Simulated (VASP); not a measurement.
Data:

```
CELL_PARAMETERS angstrom
      0.00000     1.78822     1.78822
      1.78822     0.00000     1.78822
      1.78822     1.78822     0.00000
ATOMIC_POSITIONS crystal
  C  0.00000 0.00000 0.00000
  C  0.25000 0.25000 0.25000
```

Computed with optB88-vdW, VASP's PBE PAW potentials (set 64) (plane waves; VASP). Settings: 520 eV cut-off, 13×13×13 Γ-centred mesh, Gaussian smearing of 0.050 eV, potentials C.

**Question.** What does the run give for the energy per atom (σ→0)?

**Answer.** 
```
Item                           Result
---------------------  --------------
energy per atom (σ→0)  -7.932 eV/atom
```

The compound is C in the diamond structure. It was relaxed first.
